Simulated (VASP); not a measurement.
Given:

```
PbSe
1.0
    0.00000     3.10634     3.10634
    3.10634     0.00000     3.10634
    3.10634     3.10634     0.00000
Pb Se
1 1
Direct
  0.00000   0.00000   0.00000
  0.50000   0.50000   0.50000
```

Level of theory: PBE GGA, VASP's PBE PAW potentials (set 64) (plane waves; VASP). Settings: 400 eV cut-off, 7×7×7 Γ-centred mesh, Gaussian smearing of 0.050 eV, potentials Pb_d Se.

Task: Estimate the energy per atom (σ→0).

Result: 
The energy per atom (σ→0) is -4.100 eV/atom.

The compound is PbSe in the rock salt structure. It was relaxed first. The start is the result of an earlier pass.
